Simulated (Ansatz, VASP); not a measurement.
**Al (Al(111)): VASP beside Ansatz**

Aim: how closely do two programs agree when they are given the same cell, functional and k mesh? The cell is taken from a series of runs on this material, whose earlier steps may have relaxed, scaled, displaced or heated it; both programs get it as it stands.

Program: Ansatz 0.2.0. Level of theory: plane waves, with VASP 6.6.1 beside it; single point at PBE. Results are calculated unless marked as measured.

**1. The starting structure**

The cell holds 7 atoms: 7 Al. Its edges and angles: a = 2.864 Å, b = 2.864 Å, c = 32.030 Å, α = 90.0°, β = 90.0°, γ = 60.0°. Vacuum lies along c.

Structure file:

```cif
data_structure
_symmetry_space_group_name_H-M 'P 1'
_symmetry_Int_Tables_number 1
_cell_length_a 2.8638
_cell_length_b 2.8638
_cell_length_c 32.0296
_cell_angle_alpha 90.000
_cell_angle_beta 90.000
_cell_angle_gamma 60.000
_cell_volume 227.49
loop_
_atom_site_label
_atom_site_type_symbol
_atom_site_fract_x
_atom_site_fract_y
_atom_site_fract_z
_atom_site_occupancy
Al1 Al 0.00000 0.00000 0.28099 1
Al2 Al 0.33333 0.33333 0.35399 1
Al3 Al 0.66667 0.66667 0.42700 1
Al4 Al 0.00000 0.00000 0.50000 1
Al5 Al 0.33333 0.33333 0.57300 1
Al6 Al 0.66667 0.66667 0.64601 1
Al7 Al 0.00000 0.00000 0.71901 1
```

**2. VASP: single point, PBE**

With cell and atoms fixed, the geometry can't cause a difference; cores, projectors, grids and the points listed under the comparison can.

Lines of VASP's logs that name or quote its potential files are left out, and so is its time.

File INCAR:

```
SYSTEM = Al
PREC = Accurate
ENCUT = 400
EDIFF = 1E-06
NELM = 120
ISMEAR = -1
SIGMA = 0.1
LREAL = .FALSE.
ALGO = Normal
GGA = PE
NBANDS = 17
LORBIT = 11
LWAVE = .FALSE.
LCHARG = .FALSE.
ISIF = 2
LDIPOL = .TRUE.
IDIPOL = 3
DIPOL = 0.5 0.5 0.5
LVHAR = .TRUE.
LASPH = .TRUE.
GGA_COMPAT = .FALSE.
NELMDL = -8
KPAR = 2
```

File POSCAR:

```
Al
1.0
    2.8637824638      0.0000000000      0.0000000000
    1.4318912319      2.4801083646      0.0000000000
    0.0000000000      0.0000000000     32.0296115413
Al
7
Direct
    0.0000000000      0.0000000000      0.2809899829
    0.3333333333      0.3333333333      0.3539933219
    0.6666666667      0.6666666667      0.4269966610
    0.0000000000      0.0000000000      0.5000000000
    0.3333333333      0.3333333333      0.5730033390
    0.6666666667      0.6666666667      0.6460066781
    0.0000000000      0.0000000000      0.7190100171
```

File KPOINTS:

```
Automatic mesh
0
Gamma
16 16 1
0 0 0
```

PAW data sets: Al (PBE family, release 64).

Started as:

```console
mpirun -np 2 vasp_std
```

Numbers of over 12 decimals in the logs are rounded to 6 here.

Output:

```text
[banner, memory and clock lines left out]
running    2 mpi-ranks, on    1 nodes
 distrk:  each k-point on    1 cores,    2 groups
 distr:  one band on    1 cores,    1 groups

 POSCAR found type information on POSCAR Al
 POSCAR found :  1 types and       7 ions
 LDA part: xc-table for (Slater+PW92), standard interpolation
 POSCAR, INCAR and KPOINTS ok, starting setup
 FFT: planning ... GRIDC
 FFT: planning ... GRID_SOFT
 FFT: planning ... GRID
 WAVECAR not read
 entering main loop
       N       E                     dE             d eps       ncg     rms          rms(c)
DAV:   1     0.435921169528E+02    0.43592E+02   -0.58402E+03  1020   0.717E+02
DAV:   2    -0.233054086121E+02   -0.66898E+02   -0.63871E+02  1374   0.129E+02
DAV:   3    -0.261917404288E+02   -0.28863E+01   -0.28146E+01  1539   0.266E+01
DAV:   4    -0.262795779338E+02   -0.87838E-01   -0.87664E-01  1653   0.532E+00
DAV:   5    -0.262821588314E+02   -0.25809E-02   -0.25804E-02  1678   0.783E-01
DAV:   6    -0.262822426134E+02   -0.83782E-04   -0.83778E-04  1710   0.138E-01
DAV:   7    -0.262822444273E+02   -0.18138E-05   -0.18137E-05  1598   0.183E-02
DAV:   8    -0.262822445028E+02   -0.75590E-07   -0.75441E-07  1279   0.376E-03    0.365E+00
DAV:   9    -0.267639431330E+02   -0.48170E+00   -0.16158E+01  1302   0.132E+01    0.323E+00
DAV:  10    -0.256819520363E+02    0.10820E+01   -0.11814E+01  1348   0.123E+01    0.183E+00
DAV:  11    -0.255615618930E+02    0.12039E+00   -0.93652E-01  1248   0.365E+00    0.549E-01
DAV:  12    -0.255449352247E+02    0.16627E-01   -0.75458E-02  1351   0.147E+00    0.311E-01
DAV:  13    -0.255434294021E+02    0.15058E-02   -0.73438E-03  1395   0.466E-01    0.217E-01
DAV:  14    -0.255414360674E+02    0.19933E-02   -0.13938E-03  1262   0.185E-01    0.101E-01
[...]
DAV:  20    -0.255414653668E+02   -0.12893E-03   -0.79542E-06  1043   0.128E-02    0.271E-03
DAV:  21    -0.255415082533E+02   -0.42886E-04   -0.49619E-06  1010   0.797E-03    0.407E-03
DAV:  22    -0.255415164816E+02   -0.82283E-05   -0.48009E-07   795   0.325E-03    0.147E-03
DAV:  23    -0.255415250730E+02   -0.85914E-05   -0.20836E-06   870   0.347E-03    0.202E-03
DAV:  24    -0.255415324090E+02   -0.73360E-05   -0.39361E-07   739   0.180E-03    0.102E-03
DAV:  25    -0.255415406274E+02   -0.82185E-05   -0.66861E-07   767   0.223E-03    0.163E-03
DAV:  26    -0.255415416864E+02   -0.10589E-05   -0.41405E-08   737   0.910E-04    0.339E-04
DAV:  27    -0.255415426238E+02   -0.93748E-06   -0.43946E-08   717   0.695E-04
   1 F= -.25541543E+02 E0= -.25494132E+02  d E =-.948214E-01
```

Parts of OUTCAR (step 2):

```text
ion  position               nearest neighbor table
   1  0.000  0.000  0.281-   2 2.86   2 2.86   2 2.86
   2  0.333  0.333  0.354-   1 2.86   1 2.86   1 2.86   3 2.86   3 2.86   3 2.86
   3  0.667  0.667  0.427-   4 2.86   4 2.86   4 2.86   2 2.86   2 2.86   2 2.86
   4  0.000  0.000  0.500-   3 2.86   5 2.86   3 2.86   5 2.86   5 2.86   3 2.86
   5  0.333  0.333  0.573-   4 2.86   4 2.86   4 2.86   6 2.86   6 2.86   6 2.86
   6  0.667  0.667  0.646-   7 2.86   7 2.86   7 2.86   5 2.86   5 2.86   5 2.86
   7  0.000  0.000  0.719-   6 2.86   6 2.86   6 2.86

  LATTYP: Found a hexagonal cell.
 ALAT       =     2.8637824638
 C/A-ratio  =    11.1843730960

 Subroutine GETGRP returns: Found 12 space group operations
 (whereof 12 operations were pure point group operations)

The static configuration has the point symmetry D_3d.

 Found     30 irreducible k-points:

   k-points           NKPTS =     30   k-points in BZ     NKDIM =     30   number of bands    NBANDS=     17

   dimension x,y,z NGX =    20 NGY =   20 NGZ =  210
   dimension x,y,z NGXF=    40 NGYF=   40 NGZF=  420

   ENCUT  =  400.0 eV  29.40 Ry    5.42 a.u.   4.67  4.67 52.23*2*pi/ulx,y,z

   NELECT =      21.0000    total number of electrons

 k-points in reciprocal lattice and weights: Automatic mesh
   0.00000000  0.00000000  0.00000000       0.004
   0.06250000  0.00000000  0.00000000       0.023
   0.12500000  0.00000000  0.00000000       0.023
   0.18750000 -0.00000000  0.00000000       0.023
   0.25000000  0.00000000  0.00000000       0.023
   0.31250000  0.00000000  0.00000000       0.023
   0.37500000 -0.00000000  0.00000000       0.023
   0.43750000  0.00000000  0.00000000       0.023
   0.50000000  0.00000000  0.00000000       0.012
[...]
-0.37500000  0.25000000  0.00000000       0.023
  -0.37500000  0.31250000  0.00000000       0.023

 dipolmoment           0.000000      0.000000     -0.000000 electrons x Angstroem

 average (electrostatic) potential at core
       1 -78.5882       2 -78.5085       3 -78.5148       4 -78.5305       5 -78.5148
       6 -78.5085       7 -78.5882

 E-fermi :   2.1219

 k-point     1 :       0.0000    0.0000    0.0000
  band No.  band energies     occupation
    ...
      6      -4.6993      2.00000
      7      -3.2094      2.00000
      8      -1.7078      2.00000
      9       0.1036      2.00000
     10       1.9524      1.68965
     11       3.7518      0.00000
     12       5.1915      0.00000
     13       5.8848      0.00000
     14       6.6523      0.00000
     15       6.6677      0.00000
    ...

 k-point     2 :       0.0625    0.0000    0.0000
  band No.  band energies     occupation
    ...
      6      -4.6074      2.00000
      7      -3.1174      2.00000
      8      -1.6199      2.00000
      9       0.1916      2.00000
     10       2.0391      1.39170
     11       3.8373      0.00000
     12       5.2791      0.00000
     13       5.9771      0.00000
     14       6.7404      0.00000
     15       6.7592      0.00000
    ...

 k-point     3 :       0.1250    0.0000    0.0000
  band No.  band energies     occupation
    ...
      5      -5.6017      2.00000
      6      -4.3324      2.00000
      7      -2.8423      2.00000
      8      -1.3563      2.00000
      9       0.4547      2.00000
     10       2.2971      0.29559
     11       4.0893      0.00000
     12       5.5355      0.00000
     13       6.2507      0.00000
     14       6.9915      0.00000
    ...

  Total       -1.6175962     -1.6175962     -0.0466459      0.0000000      0.0000000      0.0000000
  in kB      -11.3924822    -11.3924822     -0.3285197      0.0000000      0.0000000      0.0000000
  external PRESSURE =      -7.7044947 kB  Pullay stress =       0.0000000 kB

  energy-cutoff  :      400.00
  volume of cell :      227.49
      direct lattice vectors                 reciprocal lattice vectors
     2.863782464  0.000000000  0.000000000     0.349188534 -0.201604094  0.000000000
     1.431891232  2.480108365  0.000000000     0.000000000  0.403208188  0.000000000
     0.000000000  0.000000000 32.029611541     0.000000000  0.000000000  0.031221109

 POSITION                                       TOTAL-FORCE (eV/Angst)
 -----------------------------------------------------------------------------------
      0.00000      0.00000      9.00000        -0.000000     -0.000000     -0.026720
      1.43189      0.82670     11.33827         0.000000      0.000000      0.066421
      2.86378      1.65341     13.67654        -0.000000     -0.000000     -0.046983
      0.00000      0.00000     16.01481         0.000000      0.000000      0.000000
      1.43189      0.82670     18.35307         0.000000      0.000000      0.046983
      2.86378      1.65341     20.69134        -0.000000     -0.000000     -0.066421
      0.00000      0.00000     23.02961         0.000000      0.000000      0.026720
 -----------------------------------------------------------------------------------
    total drift:                               -0.000000      0.000000     -0.000000

  FREE ENERGIE OF THE ION-ELECTRON SYSTEM (eV)
  ---------------------------------------------------
  free  energy   TOTEN  =       -25.5415426238 eV

  energy  without entropy=      -25.4467211774  energy(sigma->0) =      -25.49413190

 vacuum level on the upper side and lower side of the slab         6.162         6.162

 total charge
# of ion       s       p       d       tot
------------------------------------------
    1        0.452   0.306   0.000   0.758
    2        0.431   0.338   0.000   0.769
    3        0.431   0.336   0.000   0.767
    4        0.431   0.335   0.000   0.765
    5        0.431   0.336   0.000   0.767
    6        0.431   0.338   0.000   0.769
    7        0.452   0.306   0.000   0.758
--------------------------------------------------
tot          3.058   2.294   0.000   5.352

[... 3 further parts left out ...]
```

This run has no spin polarisation. Its electron count is odd, so without a moment it is a metal by construction.

**3. Ansatz: single point, PBE**

Ansatz runs on its default PAW (the set named soft_2) files.

The same cell, functional, mesh and smearing now go to Ansatz.

File input.yaml:

```yaml
crystal:
  lattice:
    - [2.8637824638, 0.0, 0.0]
    - [1.4318912319, 2.4801083646, 0.0]
    - [0.0, 0.0, 32.0296115413]
  atoms:
    - { symbol: Al, position: [0.0, 0.0, 0.2809899829] }
    - { symbol: Al, position: [0.3333333333, 0.3333333333, 0.3539933219] }
    - { symbol: Al, position: [0.6666666667, 0.6666666667, 0.426996661] }
    - { symbol: Al, position: [0.0, 0.0, 0.5] }
    - { symbol: Al, position: [0.3333333333, 0.3333333333, 0.573003339] }
    - { symbol: Al, position: [0.6666666667, 0.6666666667, 0.6460066781] }
    - { symbol: Al, position: [0.0, 0.0, 0.7190100171] }
kpoints:
  mp_grid: { grid: [16, 16, 1] }
hamiltonian:
  xc: pbe
scf:
  occupations: { method: fermi_dirac, width: 0.1 }
  convergence: { dr2_threshold: 1.0e-09 }
efield:
  axis: 3
  dipole_correction: true
  ramp_position: 0.97
  ramp_width: 0.06
basis:
  ecutwfc: "200 eV"
output:
  write_potential: true
  write_density: true
  volumetric_format: npy
  elf: true
```

Started as:

```console
ansatz run input.yaml --threads 2 --pin off --max-ram 3072MiB --backend cpu --events-out ev --progress --plain --runs-dir out
```

Output:

```text
Warning: basis.ecutwfc = 200 eV is below the records' recommended 420 eV, and the density's cutoff is lower with it unless basis.ecutrho_ratio is high enough to keep the records' density cutoff: compare with a run at a higher cutoff
Warning: basis.ecutrho_ratio 4 (ecutrho = 800 eV, dense FFT grid 15×15×150): the grid does not resolve the core-correction charge of Al (measure 0.12 e/Å^2.5); warned from 0.08. The energy and each atom's force then go with where the atoms sit on the grid: [figures from the program's tests cut] If this deck is also warned that a cutoff or its ratio is below what is recommended, mend that before anything below. First try basis.xc_grid, which is 1 on this run (the dense grid itself), where it is not refused (2, then 3). Above 1 the core-correction charge is laid on the exchange–correlation grid, and this warning is never given, whether or not the level is enough: [rest of the remark cut]
Engine: ansatz 0.2.0, x86_64-unknown-linux-gnu
Pseudopotentials: kind: paw
Pseudopotential: Al, paw, valence charge 3, recommended cutoff 420 eV (normal), Al.paw.azcp
Functional definition: PBE
  parameter kappa = 0.804
  parameter beta = 0.066725
  exchange = pbe_x(kappa = kappa, mu = beta*pi^2/3)
  correlation = pbe_c(beta = beta)
Crystal: 7 atoms, lattice volume = 227.490 Å³
Basis set: ecut = 200 eV, 1507 PW (Γ)
Bands: 18, of which v1, the nominal top of the filled ones, is band 11 counted from 1 (10 counted from 0)
Symmetry: 6 space group operations
k-points: 30 of 256 (time reversal used)
Non-local potential: Al, projectors of the file, l = 0: 2, l = 1: 2, l = 2: 1
PAW form: soft (Blöchl's): semilocal exchange-correlation on the pseudo side does not see the compensation charge
PAW one-centre angular grid: Al, 110 points (default); XC on 64 Gauss nodes
Initial density: superposition of atomic densities (neutral atoms: chi_scale 0, normalization atom), corrected by the library's trained network
Initial wavefunctions: pseudopotential atomic-orbital guess
Functional: x = pbe(κ = 0.804, μ = 0.219515), c = pbe(β = 0.066725)
SCF iter   1: F=—  HF=-3760.004786 eV  |F-HF|=—  |Δ(HF+E_count)|=         —  Δρ=2.58e-3  dr2=1.85e-2  ethr=1.77e-3  p=0.000 e·Å  D=5.32e-14 V/Å  ΔV_dip=-0.00 eV  dr2_dipole=3.83e-6  V_vac-E_F(+/−)=3.84/3.84 eV  ⟨swp⟩=9.4  Hψ=4016  notcnv=0
efield: sawtooth ramp at fractional position 0.9700 (set: `efield.ramp_position`, or a place that a band, a saddle search or an elastic batch's reference lends), width 0.0600; the density the first Hamiltonian is built on has a dipole p = 0.000 e·Å; the dipole correction subtracts the counter field D = 5.32e-14 V/Å, which shifts the + side's vacuum level by -0.00 eV against the − side's; the planar-averaged density in the ramp window peaks in size at 9.5e-6 e/Å³
preconditioner: auto → LDOS  [metal: Δε(μ)=0.056 eV  Ē_g=6.909 eV  σ=0.100 eV  W_gap=0.14  n_scr=18 (ndim 8)  ℏωp=11.3 eV  f_vac=0.415  D(μ)=2.82/eV (n_scr^D=14)  β→1.0]
SCF iter   2: F=—  HF=-3760.015582 eV  |F-HF|=—  |Δ(HF+E_count)|=   1.08e-2  Δρ=3.27e-4  dr2=7.38e-4  ethr=8.80e-5  p=0.000 e·Å  D=1.13e-5 V/Å  ΔV_dip=-0.00 eV  dr2_dipole=3.93e-6  V_vac-E_F(+/−)=3.98/3.98 eV  ⟨swp⟩=2.6  Hψ=1162  notcnv=0  defer=10
SCF iter   3: F=—  HF=-3760.015606 eV  |F-HF|=—  |Δ(HF+E_count)|=   2.41e-5  Δρ=1.26e-4  dr2=1.85e-4  ethr=3.51e-6  p=0.000 e·Å  D=1.90e-6 V/Å  ΔV_dip=-0.00 eV  dr2_dipole=2.23e-8  V_vac-E_F(+/−)=4.00/4.00 eV  ⟨swp⟩=2.6  Hψ=928  notcnv=0  defer=10
SCF iter   4: F=—  HF=-3760.015585 eV  |F-HF|=—  |Δ(HF+E_count)|=   2.10e-5  Δρ=3.53e-5  dr2=1.72e-5  ethr=8.80e-7  p=-0.000 e·Å  D=-4.82e-9 V/Å  ΔV_dip=0.00 eV  dr2_dipole=2.51e-8  V_vac-E_F(+/−)=4.01/4.01 eV  ⟨swp⟩=2.0  Hψ=719  notcnv=0  defer=10
SCF iter   5: F=—  HF=-3760.015586 eV  |F-HF|=—  |Δ(HF+E_count)|=   3.48e-7  Δρ=1.08e-5  dr2=1.14e-6  ethr=8.19e-8  p=-0.000 e·Å  D=-1.74e-7 V/Å  ΔV_dip=0.00 eV  dr2_dipole=2.29e-9  V_vac-E_F(+/−)=4.01/4.01 eV  ⟨swp⟩=2.2  Hψ=725  notcnv=0  defer=10
SCF iter   6: F=—  HF=-3760.015585 eV  |F-HF|=—  |Δ(HF+E_count)|=   4.15e-7  Δρ=1.71e-6  dr2=2.13e-8  ethr=5.41e-9  p=0.000 e·Å  D=2.34e-8 V/Å  ΔV_dip=-0.00 eV  dr2_dipole=9.97e-11  V_vac-E_F(+/−)=4.01/4.01 eV  ⟨swp⟩=2.6  Hψ=901  notcnv=0  defer=10
SCF iter   7: F=—  HF=-3760.015585 eV  |F-HF|=—  |Δ(HF+E_count)|=   3.46e-9  Δρ=2.94e-7  dr2=1.14e-9  ethr=1.01e-10  p=0.000 e·Å  D=1.74e-8 V/Å  ΔV_dip=-0.00 eV  dr2_dipole=2.11e-15  V_vac-E_F(+/−)=4.01/4.01 eV  ⟨swp⟩=2.4  Hψ=858  notcnv=0  defer=10
SCF iter   8: F=-3760.015585 eV  HF=-3760.015585 eV  |F-HF|=1.41e-11  |Δ(HF+E_count)|=  2.18e-11  Δρ=5.60e-8  dr2=2.61e-11  ethr=4.76e-12  p=0.000 e·Å  D=6.32e-9 V/Å  ΔV_dip=-0.00 eV  dr2_dipole=1.11e-13  V_vac-E_F(+/−)=4.01/4.01 eV  ⟨swp⟩=7.1  Hψ=1680  notcnv=0
SCF 1 converged in 8 iterations: F = -3760.015585 eV  dr2 = 2.61e-11
  greatest PAW one-centre occupation: 0.469 electrons in one spin orbital (limit 2), on the Al atom at site 0 (counted from 0), in its partial waves of l = 0
WARN: The output density's exchange-correlation potential varies sharply where the density is thin. Do not read a vacuum level from v_tot or v_xc, or from such a field of the output density. On a cell that repeats whose density bears no net charge and no dipole along the vacuum's axis use v_es (v_loc + v_h of the components); under efield.dipole_correction with no amplitude use v_es + v_field, which holds any externa [...]
SCF converged after 8 iterations
Free energy (F): -3760.015585 eV
Harris-Foulkes:  -3760.015585 eV  (|F-HF|=1.41e-11)
Internal energy: -3759.921746 eV  (E = F + TS)
E sigma→0 (E₀):  -3759.968666 eV
Entropy (-TS):   -0.093840 eV (-13.406 meV/atom)
Fermi energy:    2.177972 eV
Dipole field:    D = -0.000000 V/Å  (p = -0.000001 e·Å, saw-weighted, corrected)
Work function:   Φ+ = 4.0087 eV   Φ− = 4.0087 eV
Levels:          The Fermi level and band energies are counted from a zero that moves with the ramp; work functions are not
--- Per-component energies (eV) ---
  E_band       = -44.723591
  E_kinetic    = 153.237316
  E_local      = -7131.367294  (includes V_loc(G=0)·N_el)
  E_nonlocal   = 75.736123
  E_hartree    = 3541.585584
  E_xc         = -275.575903
  E_vxc        = -199.286941  (∫ρ·V_xc dr)
  E_paw        = -3272.011228  (= ΣΔE_a)
  E_vpaw       = -26.214096  (= ΣTr[D̂ρ^β])
  E_aug_tail   = -0.000211  (compensation charges beyond the density's cutoff)
  E_efield     = 0.000000  (sawtooth field / dipole correction)
  E_vefield    = 0.000000  (∫n·V_field dr)
  E_ewald      = 3148.473868
  E_smearing   = -0.093840  (= −TS)
  E_closure    = 0.000000  (closes the sum)
  Σ components = -3760.015585   (vs F -3760.015585, Δ=0.00e0)
--- Band table (eV; the first three rows and the last of 30) ---
  k-point 0: bands = [... 7 lower, -1.6278, 0.1541, 2.0009, 3.7873, 5.1997, 5.8327, 6.5904, 6.6165, ... 3 higher]
  k-point 1: bands = [... 7 lower, -1.5368, 0.2451, 2.0908, 3.8757, 5.2890, 5.9261, 6.6822, 6.7061, ... 3 higher]
  k-point 2: bands = [... 7 lower, -1.2744, 0.5083, 2.3486, 4.1266, 5.5436, 6.2000, 6.9412, 6.9631, ... 3 higher]
  k-point 29: bands = [... 7 lower, -0.1432, 0.3646, 0.4113, 0.6379, 1.0748, 1.3765, 1.8639, 2.6015, ... 3 higher]
```

In the SCF lines HF is the Harris–Foulkes energy and dr2 the Hartree energy of the density residual, in eV; the loop may stop once dr2 is under the threshold and the program's other checks hold. Hψ counts applications of the Hamiltonian.

**4. Comparison**

Known differences besides the potentials themselves: the cutoff is 200 eV in Ansatz and 400 eV in VASP; Ansatz's log warns that its cutoff lies below the recommended one. Total energies have different zeros and are not compared.

Both answers:

| quantity | Ansatz | VASP | difference |
| --- | --- | --- | --- |
| work function, lower of the two faces (eV) | 4.01 | 4.04 | -0.03 |
| work function, higher of the two faces (eV) | 4.01 | 4.04 | -0.03 |

With vacuum in the cell, a pressure given here is an average over mostly empty space and none of the material.

**5. Summary of results**

| Item | Value |
| --- | --- |
| difference in work function, lower of the two faces (single point, PBE) | -0.031 eV |

What this shows: The difference in work function, lower of the two faces is -0.031 eV (single point, PBE). How closely two codes agree says nothing of how well the functional describes the real material.

[Lines on the potential files, build, host, timing and source positions are cut from VASP's logs without a mark.]

[Logs are printed without paths, hosts, clocks, repeated set-up lines and the standing remarks that a program may print on its own settings, such as how far it seeks lower states.]

[Hosts, paths, dates, database ids (printed as entryN), source tags and the programs' standing remarks are cut or masked in the printed files.]
